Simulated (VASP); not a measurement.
Data:

```xyz
4
Lattice="1.9575 -3.3905 0.0000 1.9575 3.3905 0.0000 0.0000 0.0000 5.0755" Properties=species:S:1:pos:R:3 pbc="T T T"
Ni     0.0000     0.0000     2.5377
Ni     0.0000     0.0000     0.0000
Sb     1.9575     1.1302     1.2689
Sb     1.9575    -1.1302     3.8066
```

Level of theory: PBEsol GGA with spin-orbit coupling, VASP's PBE PAW potentials (set 64) (plane waves; VASP). Settings: 400 eV cut-off, 8×8×6 Γ-centred mesh, Gaussian smearing of 0.050 eV, potentials Ni Sb.

Problem. Give the energies of bands 23 to 36 at the high-symmetry points, in eV from the Fermi level.

Solution. 
```csv
band,Γ,M,K,A,L,H
23,-1.37,-1.98,-1.71,-2.19,-2.01,-2.05
24,-1.37,-1.98,-1.71,-2.19,-2.01,-2.05
25,-0.06,-1.69,-1.47,0.24,-1.87,-1.51
26,-0.06,-1.69,-1.47,0.24,-1.87,-1.51
27,0.22,-1.48,-1.39,0.24,-1.87,-1.49
28,0.22,-1.48,-1.39,0.24,-1.87,-1.49
29,0.73,-1.38,-0.73,1.88,0.12,-1.39
30,0.73,-1.38,-0.73,1.88,0.12,-1.39
31,2.32,-0.40,-0.65,1.88,0.12,-1.33
32,2.32,-0.40,-0.65,1.88,0.12,-1.33
33,2.58,1.13,0.60,2.23,1.67,4.20
34,2.58,1.13,0.60,2.23,1.67,4.20
35,3.01,3.35,0.67,2.23,1.67,4.41
36,3.01,3.35,0.67,2.23,1.67,4.41
```

It has no gap at this level: it comes out as a metal or semimetal.

The compound is NiSb in the NiAs type structure. It was relaxed first.
